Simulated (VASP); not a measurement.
Computed with B3LYP hybrid, VASP's PBE PAW potentials (set 64) (plane waves; VASP).

Input for VASP

### INCAR
```
PRECFOCK  =  Fast
GGA  =  B3
AEXX  =  0.2
ISMEAR  =  -1
ALGO  =  Normal   # blocked Davidson
NELM  =  100
LASPH  =  .TRUE.
ISIF  =  2
EDIFF  =  1E-6   # SCF stop (eV)
ENCUT  =  400
ISYM  =  3
SIGMA  =  0.01
LHFCALC  =  .TRUE.
LREAL  =  .FALSE.   # projection in real space or not
AGGAC  =  0.81
ALDAC  =  0.19
PREC  =  Accurate
HFRCUT  =  -1
LCHARG  =  .FALSE.
LWAVE  =  .FALSE.
AGGAX  =  0.72
SYSTEM  =  Li2O
```

KPOINTS:
```
Automatic mesh
0
Gamma
2 2 2
0 0 0
```

POSCAR:
```
Li2O
3.290670
  0.0000000000   0.7071067594   0.7071067594
  0.7071067594   0.0000000000   0.7071067594
  0.7071067594   0.7071067594   0.0000000000
Li O
2 1
Cart
  1.0566388230   1.0601595075   1.0682353738
  0.3575853024   0.3563245311   0.3559426934
 -0.0000106066  -0.0022705198  -0.0099645485
```

POTCAR, in this order: Li_sv O (PBE.64 set). Program: vasp_std.

### Question
What will the output report for the number of irreducible k-points (NKPTS), largest plane-wave count, number of space-group operations, FFT grid (NGX, NGY, NGZ)?

### Answer

- number of irreducible k-points (NKPTS): 8
- largest plane-wave count: 464
- number of space-group operations: 1
- FFT grid (NGX, NGY, NGZ): 24 × 24 × 24

The structure comes from a computed database's Li2O entry; how it stands against other phases isn't given here. The cell was not relaxed at this level, atoms are displaced from their ideal sites. The k-mesh is coarse (spacing up to 1.17 per Å, 2π included), so the numbers may not be converged in it. The run is one of a series of settings (AEXX = 0.2, AGGAC = 0.81, AGGAX = 0.72, ALDAC = 0.19, GGA = B3, HFRCUT = -1, ISYM = 3, LHFCALC = .TRUE., PRECFOCK = Fast, KPOINTS 2×2×2 Γ-centred mesh against the base run), some of them coarse on purpose.
